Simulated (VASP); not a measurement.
Level of theory: rev-vdW-DF2, VASP's PBE PAW potentials (set 64) (plane waves; VASP).

VASP ran on this input.

INCAR:
```
! general
SYSTEM   = Mg
PREC     = Accurate
ENCUT    = 520
LREAL    = .False.
LASPH    = .True.

! electronic loop
EDIFF    = 1E-7
NELM     = 100
ALGO     = Normal

! smearing
ISMEAR   = 1
SIGMA    = 0.1

! functional
GGA      = MK
LUSE_VDW = .True.
AGGAC    = 0.0
PARAM1   = 0.1234568
PARAM2   = 0.7114
ZAB_VDW  = -1.8867

! ions
IBRION   = 2
NSW      = 30
ISIF     = 4
EDIFFG   = -0.01

! output
LWAVE    = .False.
LCHARG   = .False.
```

KPOINTS:
```
Automatic mesh
0
Gamma
13 13 7
0 0 0
```

### POSCAR
```
Mg
1.0
  1.6315588092  -2.8259432117   0.0000000000
  1.6315588092   2.8259432117   0.0000000000
  0.0000000000   0.0000000000   5.1966882186
Mg
2
Direct
  0.3333330000   0.6666670000   0.2500000000
  0.6666670000   0.3333330000   0.7500000000
```

POTCAR, in this order: Mg (PBE.64 set). Program: vasp_std.

### Question
Estimate the energy per atom (σ→0), band gap (on the k-mesh).

### Answer

```yaml
energy per atom (σ→0): -0.238 eV/atom
band gap (on the k-mesh): none (metal, semimetal or under 0.01 eV)
```

OSZICAR:
```
...
DAV:   4    -0.477024535302E+00   -0.82746E-08   -0.36728E-09   810   0.538E-04
   2 F= -.47702454E+00 E0= -.47626053E+00  d E =-.260457E-03
       N       E                     dE             d eps       ncg     rms          rms(c)
DAV:   1    -0.477187969313E+00   -0.16344E-03   -0.22828E-03  1392   0.254E-01    0.177E-02
DAV:   2    -0.477190854141E+00   -0.28848E-05   -0.12680E-05  1182   0.273E-02    0.117E-02
DAV:   3    -0.477192131061E+00   -0.12769E-05   -0.27134E-06  1248   0.136E-02    0.317E-04
DAV:   4    -0.477192146741E+00   -0.15680E-07   -0.11499E-08   924   0.964E-04
   3 F= -.47719215E+00 E0= -.47642378E+00  d E =-.428069E-03
```

The compound is Mg in the hcp structure. This cell is one point of a volume scan, at 1.06 of the reference volume. Symmetry was kept, so distortions that lower it aren't found.
